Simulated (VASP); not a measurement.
```
Al2O3
1.0
    2.35783     1.36129     4.29076
   -2.35783     1.36129     4.29076
    0.00000    -2.72259     4.29076
Al O
4 6
Direct
  0.14790   0.14790   0.14790
  0.85210   0.85210   0.85210
  0.35210   0.35210   0.35210
  0.64790   0.64790   0.64790
  0.94386   0.55614   0.25000
  0.05614   0.44386   0.75000
  0.25000   0.94386   0.55614
  0.75000   0.05614   0.44386
  0.55614   0.25000   0.94386
  0.44386   0.75000   0.05614
```

These are PBE GGA, VASP's PBE PAW potentials (set 64) (plane waves; VASP) values and carry that method's errors. Numerical set-up: 400 eV cut-off, 5×5×5 Γ-centred mesh shifted by (0.5, 0.5, 0.5), Gaussian smearing of 0.010 eV, potentials Al O.

At this cut-off the stress carries a Pulay error, which pulls relaxed volumes low.

Task: Which forces act on the atoms, in eV/Å?

Result: 
```
atom      Fx      Fy      Fz
----  ------  ------  ------
Al1    0.000   0.000   0.013
Al2    0.000   0.000  -0.013
Al3    0.000   0.000  -0.013
Al4    0.000   0.000   0.013
O5    -0.080   0.000   0.000
O6     0.080   0.000   0.000
O7     0.040  -0.070   0.000
O8    -0.040   0.070   0.000
O9     0.040   0.070   0.000
O10   -0.040  -0.070   0.000
```

Task: Give the stress tensor in GPa (positive for a compressed cell).

Result: 
```
8.73  0.00  0.00
0.00  8.73  0.00
0.00  0.00  7.60
```
The pressure is its mean diagonal, 8.35 GPa.

The structure comes from a computed database's Al2O3 entry; how it stands against other phases isn't given here. The cell was not relaxed at this level.
